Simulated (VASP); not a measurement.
Input for VASP

**KPOINTS**
```
Automatic mesh
0
Gamma
7 7 7
0 0 0
```

**POSCAR**
```
PtAl2
1
    0.0000000000     2.9550000000     2.9550000000
    2.9550000000     0.0000000000     2.9550000000
    2.9550000000     2.9550000000     0.0000000000
Al Pt
2 1
Direct
  0.2500000000   0.2500000000   0.2500000000
  0.7500000000   0.7500000000   0.7500000000
  0.0000000000   0.0000000000   0.0000000000
```

**INCAR**
```
SYSTEM = PtAl2
PREC = Accurate
ENCUT = 400
EDIFF = 1E-6
NELM = 100
ALGO = Normal
LREAL = .FALSE.
LASPH = .TRUE.
ISMEAR = 1
SIGMA = 0.1
GGA = PE
LMAXMIX = 6
LWAVE = .FALSE.
LCHARG = .FALSE.
ISIF = 2
ICHARG = 11
```

POTCAR, in this order: Al Pt (PBE.64 set). Program: vasp_std.

The run wrote:

File standard output:
```
 POSCAR found type information on POSCAR AlPt
 POSCAR found :  2 types and       3 ions
 Reading from existing POTCAR
 Reading from existing POTCAR
 LDA part: xc-table for (Slater+PW92), standard interpolation
 WARNING: stress and forces are not correct
 POSCAR, INCAR and KPOINTS ok, starting setup
 WAVECAR not read
 WARNING: CHGCAR is incomplete

 -----------------------------------------------------------------------------
|                                                                             |
|     EEEEEEE  RRRRRR   RRRRRR   OOOOOOO  RRRRRR      ###     ###     ###     |
|     E        R     R  R     R  O     O  R     R     ###     ###     ###     |
|     E        R     R  R     R  O     O  R     R     ###     ###     ###     |
|     EEEEE    RRRRRR   RRRRRR   O     O  RRRRRR       #       #       #      |
|     E        R   R    R   R    O     O  R   R                               |
|     E        R    R   R    R   O     O  R    R      ###     ###     ###     |
|     EEEEEEE  R     R  R     R  OOOOOOO  R     R     ###     ###     ###     |
|                                                                             |
|     ICHARG>10                                                               |
|                                                                             |
|       ---->  I REFUSE TO CONTINUE WITH THIS SICK JOB ... BYE!!! <----       |
|                                                                             |
 -----------------------------------------------------------------------------
```

Q: Read input and log: which fault does this run have?
A) SIGMA is far too large
B) ICHARG = 11 asks for a fixed density, but there is no CHGCAR
C) Methfessel-Paxton smearing was used on a material with a gap
D) NBANDS is too small to hold all electrons

A: B, ICHARG = 11 asks for a fixed density, but there is no CHGCAR. VASP stops with an error: ERROR: charge density could not be read from file CHGCAR for ICHARG>10 ----> I REFUSE TO CONTINUE WITH THIS SICK JOB ... BYE!!! <----

To mend it, run self-consistently first and keep its CHGCAR, or remove ICHARG. The plain static run on this cell (PBE GGA, plane waves, VASP's PBE PAW potentials (set 64)) converges, and its OSZICAR ends with
```
   1 F= -.16235897E+02 E0= -.16235682E+02  d E =-.643153E-03
```

The compound is PtAl2 in the fluorite structure. The cell was not relaxed at this level.
